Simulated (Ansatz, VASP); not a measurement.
# BiO4 in VASP and in Ansatz

File INCAR:

```
ALGO = Normal
EDIFF = 1E-6
ENCUT = 520
GGA = PE
ISIF = 2
ISMEAR = 0
LASPH = T
LCHARG = F
LREAL = F
LWAVE = F
NBANDS = 28
NELM = 60
PREC = Accurate
SIGMA = 0.1
```

File KPOINTS:

```
k-points
0
Gamma
  6 6 4
```

File POSCAR:

```
BiO4
1.0
    4.4072514200      0.0000000000      0.0000000000
   -2.2036257100      3.8167916900      0.0000000000
    0.0000000000      0.0000000000      4.3704423500
Bi O
1 4
Direct
    0.0000000000      0.0000000000      0.9585125400
    0.5000000000      0.0000000000      0.7618788400
    0.0000000000      0.5000000000      0.7618788400
    0.5000000000      0.5000000000      0.7618788400
    0.0000000000      0.0000000000      0.3672921200
```

Input for Ansatz:

```yaml
crystal:
  lattice:
    - [4.40725142, 0.0, 0.0]
    - [-2.20362571, 3.81679169, 0.0]
    - [0.0, 0.0, 4.37044235]
  atoms:
    - { symbol: Bi, position: [0.0, 0.0, 0.95851254] }
    - { symbol: O, position: [0.5, 0.0, 0.76187884] }
    - { symbol: O, position: [0.0, 0.5, 0.76187884] }
    - { symbol: O, position: [0.5, 0.5, 0.76187884] }
    - { symbol: O, position: [0.0, 0.0, 0.36729212] }
basis:
  ecutwfc: 420
kpoints:
  mp_grid: { grid: [6, 6, 4] }
hamiltonian:
  xc: pbe
scf:
  occupations: { method: gaussian, width: 0.1 }
  lower_state_search: "off"
output:
  forces: true
  stress: true
  eigenvalues: true
```

Alike in both runs: task single point; functional PBE; k mesh 6 × 6 × 4; occupations gaussian, width 0.1 eV; no spin polarisation.

|  | VASP | Ansatz |
| --- | --- | --- |
| version | VASP 6.6.1 | Ansatz 0.2.0 |
| potentials or method | VASP PAW PBE potentials, release 64 (Bi_d, O) | scalar-relativistic, plane waves, PAW |
| plane-wave cutoff (eV) | 520 | 420 |
| valence electrons in the cell | 39 | 39 |

|  | VASP | Ansatz | Ansatz less VASP |
| --- | --- | --- | --- |
| gap on the k mesh at the Fermi level (eV) | none | none | - |
| pressure (GPa) | 5.1 | 5.0 | -0.03 |
| largest component of the traceless stress (GPa) | 16.43 | 16.63 | +0.195 |
| rms of the force components (eV/Å) | 2.448 | 2.445 | -0.0034 |

Atom by atom the forces differ by 0.009 eV/Å (rms over components). A gap of «none» marks a metal or a gap that the smearing closes.

Caveats: spin-orbit coupling is left out, which moves the levels of the heavy elements; an odd number of electrons without spin polarisation forces a metal; a magnetic or distorted state may lie lower.
